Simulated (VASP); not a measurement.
These are r2SCAN meta-GGA, VASP's PBE PAW potentials (set 64) (plane waves; VASP) values and carry that method's errors.

VASP input:

KPOINTS:
```
Automatic
0
Gamma
 5 5 5
```

### KPOINTS_OPT
```
k-points along high-symmetry lines
10
Line-mode
Reciprocal
  0.000000   0.000000   0.000000 ! GAMMA
  0.000000   0.500000   0.000000 ! X

  0.000000   0.500000   0.000000 ! X
  0.500000   0.500000   0.000000 ! M

  0.500000   0.500000   0.000000 ! M
  0.000000   0.000000   0.000000 ! GAMMA

  0.000000   0.000000   0.000000 ! GAMMA
  0.500000   0.500000   0.500000 ! R

  0.500000   0.500000   0.500000 ! R
  0.000000   0.500000   0.000000 ! X

  0.500000   0.500000   0.500000 ! R
  0.500000   0.500000   0.000000 ! M
```

INCAR:
```
SYSTEM = CsPbCl3
PREC = Accurate
ENCUT = 520
EDIFF = 1E-7
NELM = 100
ALGO = Normal
LREAL = .FALSE.
LASPH = .TRUE.
ISMEAR = -5
METAGGA = R2SCAN
LMIXTAU = .TRUE.
LMAXMIX = 4
LWAVE = .FALSE.
LCHARG = .FALSE.
LORBIT = 11
NEDOS = 601
ISIF = 2
LEFG = .TRUE.
```

### POSCAR
```
CsPbCl3
1
    5.6750661787     0.0000000000     0.0000000000
    0.0000000000     5.6750661787     0.0000000000
    0.0000000000     0.0000000000     5.6750661787
Cs Pb Cl
1 1 3
Direct
  0.0000000000   0.0000000000   0.0000000000
  0.5000000000   0.5000000000   0.5000000000
  0.5000000000   0.0000000000   0.5000000000
  0.0000000000   0.5000000000   0.5000000000
  0.5000000000   0.5000000000   0.0000000000
```

POTCAR, in this order: Cs_sv Pb_d Cl (PBE.64 set). Program: vasp_std.

The resulting files:

File OSZICAR:
```
       N       E                     dE             d eps       ncg     rms          rms(c)
DAV:   1     0.338631648546E+03    0.33863E+03   -0.20073E+04   520   0.158E+03
DAV:   2    -0.627531258850E+02   -0.40138E+03   -0.39284E+03   644   0.367E+02
DAV:   3    -0.117144892973E+03   -0.54392E+02   -0.53990E+02   642   0.140E+02
DAV:   4    -0.119426625332E+03   -0.22817E+01   -0.22708E+01   656   0.347E+01
DAV:   5    -0.119508947555E+03   -0.82322E-01   -0.82291E-01   724   0.582E+00    0.528E+00
DAV:   6    -0.112190523446E+03    0.73184E+01   -0.39382E+00   684   0.305E+01    0.479E+00
DAV:   7    -0.106901753636E+03    0.52888E+01   -0.16165E+00   546   0.865E+00    0.187E+00
DAV:   8    -0.108028595118E+03   -0.11268E+01   -0.10774E+00   688   0.659E+00    0.140E+00
DAV:   9    -0.107944435445E+03    0.84160E-01   -0.47035E-01   532   0.631E+00    0.118E+00
DAV:  10    -0.108181657429E+03   -0.23722E+00   -0.32115E-01   564   0.555E+00    0.471E-01
DAV:  11    -0.108188034816E+03   -0.63774E-02   -0.71982E-02   748   0.209E+00    0.423E-01
DAV:  12    -0.108175147035E+03    0.12888E-01   -0.42975E-03   658   0.699E-01    0.301E-01
DAV:  13    -0.108188052364E+03   -0.12905E-01   -0.25936E-02   592   0.192E+00    0.189E-01
DAV:  14    -0.108188985238E+03   -0.93287E-03   -0.10043E-02   540   0.115E+00    0.127E-01
DAV:  15    -0.108190372636E+03   -0.13874E-02   -0.43315E-04   680   0.216E-01    0.863E-02
DAV:  16    -0.108192739645E+03   -0.23670E-02   -0.13626E-03   570   0.382E-01    0.220E-02
DAV:  17    -0.108192613667E+03    0.12598E-03   -0.17267E-04   660   0.107E-01    0.101E-02
DAV:  18    -0.108192702630E+03   -0.88963E-04   -0.66315E-05   544   0.835E-02    0.837E-03
DAV:  19    -0.108192721600E+03   -0.18970E-04   -0.62287E-06   656   0.241E-02    0.108E-02
DAV:  20    -0.108192778575E+03   -0.56975E-04   -0.19031E-05   582   0.471E-02    0.362E-03
DAV:  21    -0.108192784291E+03   -0.57164E-05   -0.33885E-06   708   0.177E-02    0.116E-03
DAV:  22    -0.108192784420E+03   -0.12896E-06   -0.36694E-07   598   0.587E-03    0.134E-03
DAV:  23    -0.108192784426E+03   -0.64056E-08   -0.24197E-08   422   0.153E-03
   1 F= -.10819278E+03 E0= -.10819278E+03  d E =0.000000E+00
       N       E                     dE             ncg
       N       E                     dE             ncg
       N       E                     dE             ncg
       N       E                     dE             ncg
       N       E                     dE             ncg
       N       E                     dE             ncg
```

OUTCAR:
```
------------------------ aborting loop because EDIFF is reached ----------------------------------------
  FORCE on cell =-STRESS in cart. coord.  units (eV):
  Direction    XX          YY          ZZ          XY          YZ          ZX
  --------------------------------------------------------------------------------------
  Total       -0.0935775     -0.0935775     -0.0935775      0.0000000      0.0000000     -0.0000000
  in kB       -0.8202937     -0.8202937     -0.8202937      0.0000000      0.0000000     -0.0000000
  external PRESSURE =      -0.8202937 kB  Pullay stress =       0.0000000 kB
  volume of cell :      182.77
      direct lattice vectors                 reciprocal lattice vectors
     5.675066179  0.000000000  0.000000000     0.176209399  0.000000000  0.000000000
     0.000000000  5.675066179  0.000000000     0.000000000  0.176209399  0.000000000
     0.000000000  0.000000000  5.675066179     0.000000000  0.000000000  0.176209399
 POSITION                                       TOTAL-FORCE (eV/Angst)
 -----------------------------------------------------------------------------------
      0.00000      0.00000      0.00000         0.000000      0.000000      0.000000
      2.83753      2.83753      2.83753         0.000000      0.000000      0.000000
      2.83753      0.00000      2.83753         0.000000      0.000000      0.000000
      0.00000      2.83753      2.83753         0.000000      0.000000      0.000000
      2.83753      2.83753      0.00000         0.000000      0.000000      0.000000
 -----------------------------------------------------------------------------------
    total drift:                                0.000000     -0.000000     -0.000000
  FREE ENERGIE OF THE ION-ELECTRON SYSTEM (eV)
  ---------------------------------------------------
  free  energy   TOTEN  =      -108.1927844265 eV

  energy  without entropy=     -108.1927844265  energy(sigma->0) =     -108.19278443

 total charge

# of ion       s       p       d       tot
------------------------------------------
    1        1.844   4.719   0.009   6.572
    2        1.518   0.399   9.852  11.769
    3        1.606   3.557   0.000   5.163
    4        1.606   3.557   0.000   5.163
    5        1.606   3.557   0.000   5.163
--------------------------------------------------
tot          8.179  15.790   9.861  33.830

 Electric field gradients after diagonalization (V/A^2)
 (convention: |V_zz| > |V_xx| > |V_yy|)
----------------------------------------------------------------------
 ion       V_xx      V_yy      V_zz     asymmetry (V_yy - V_xx)/ V_zz
----------------------------------------------------------------------
   1      -0.000    -0.000    -0.000      -0.146
   2      -0.000    -0.000     0.000       0.255
   3     -39.353   -39.353    78.707       0.000
   4     -39.353   -39.353    78.707       0.000
   5     -39.353   -39.353    78.707       0.000
```
(Selected blocks of OUTCAR.)

The compound is CsPbCl3 in the cubic perovskite structure, the ideal cubic form; the compound distorts at low or room temperature. It was relaxed first.
